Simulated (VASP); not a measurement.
Data:

```yaml
crystal:
  lattice:
    - [3.64147, 0.00000, 0.00000]
    - [0.00000, 3.64147, 0.00000]
    - [0.00000, 0.00000, 3.72553]
  atoms:
    - { symbol: Mn, position: [0.50000, 0.50000, 0.45170], spin: 4.0 }
    - { symbol: Cd, position: [0.00000, 0.00000, 0.00000] }
    - { symbol: O, position: [0.50000, 0.50000, 0.89730] }
    - { symbol: O, position: [0.50000, 0.00000, 0.37850] }
    - { symbol: O, position: [0.00000, 0.50000, 0.37850] }
```

Method: PBEsol GGA, VASP's PBE PAW potentials (set 64) (plane waves; VASP). Numerical set-up: 400 eV cut-off, 5×5×5 Γ-centred mesh, Fermi-Dirac smearing of 0.10 eV, potentials Mn_pv Cd O.

At this cut-off the stress carries a Pulay error, which pulls relaxed volumes low. The moments were started parallel, and other spin orders were not tried in this run.

Predict the cell moment, energy per atom (σ→0), pressure, band gap (on the k-mesh) with the smallest direct gap where there is one.

```yaml
band gap (on the k-mesh): none (metal, semimetal or under 0.01 eV)
cell_moment: 2.95 μB
energy per atom (σ→0): -6.510 eV/atom
pressure: 12.78 GPa
```

Give the moment on each site (PAW-sphere projection).

| site | moment (μB) |
|---|---|
| Mn1 | 2.49 |
| Cd2 | 0.04 |
| O3 | 0.13 |
| O4 | 0.06 |
| O5 | 0.06 |

Total energies compare only between runs with the same potentials, cut-off and functional.

The structure was generated: MnCdO3 was put into an ordered model structure, which need not be its known phase. The cell was not relaxed at this level. The k-mesh is coarse (spacing up to 0.35 per Å, 2π included), so the numbers may not be converged in it.
